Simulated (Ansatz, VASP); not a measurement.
YB17N18 (a cell with a defect) in VASP and in Ansatz

```
Y B N
1.0
     7.49472    0.00000    0.00000
    -3.74736    6.49062    0.00000
     0.00000    0.00000    6.63570
Y B N
1 17 18
Cartesian
  0.0000 1.4424 1.6589
  -1.2842 3.6866 1.6589
  -2.4459 5.6987 1.6589
  2.5856 1.4324 1.6589
  1.2842 3.6866 1.6589
  0.0000 5.7694 1.6589
  4.9091 1.4324 1.6589
  3.7474 3.6059 1.6589
  2.4459 5.6987 1.6589
  1.2611 0.7143 4.9768
  0.0000 2.8985 4.9768
  -1.2472 5.0494 4.9768
  3.7474 0.7190 4.9768
  2.5001 2.8858 4.9768
  1.2472 5.0494 4.9768
  6.2337 0.7143 4.9768
  4.9946 2.8858 4.9768
  3.7474 5.0461 4.9768
  0.0000 1.4424 4.9768
  -1.2501 3.6064 4.9768
  -2.4983 5.7683 4.9768
  2.4992 1.4429 4.9768
  1.2501 3.6064 4.9768
  0.0000 5.7694 4.9768
  4.9955 1.4429 4.9768
  3.7474 3.6059 4.9768
  2.4983 5.7683 4.9768
  1.6037 0.5165 1.6589
  0.0000 3.2942 1.6589
  -1.2456 5.0503 1.6589
  3.7474 0.7171 1.6589
  2.4980 2.8846 1.6589
  1.2456 5.0503 1.6589
  5.8910 0.5165 1.6589
  4.9967 2.8846 1.6589
  3.7474 5.0486 1.6589
```

Alike in both runs: functional PBE; k mesh 3 × 3 × 3; occupations fermi-dirac, width 0.01 eV; no spin polarisation.

Ansatz relaxed the structure, and its values are those at the end. VASP's run is a single point on that final structure, the one shown.

```csv
,VASP,Ansatz
version,VASP 6.6.1,Ansatz 0.2.0
potentials or method,"VASP PAW PBE potentials, release 64 (Y_sv, B, N)","plane-wave PAW, scalar-relativistic"
plane-wave cutoff (eV),520,420
valence electrons in the cell,152,152
```

```csv
,VASP,Ansatz,Ansatz less VASP
gap on the k mesh at the Fermi level (eV),1.62,1.64,+0.023
rms of the force components (eV/Å),0.006,0.001,-0.0048
```

With one functional, cell and mesh, what is left measures potentials, basis and numerics. Ansatz warned: «gradients_without_spin_orbit».

 As with any semilocal functional, this PBE gap is likely too small.
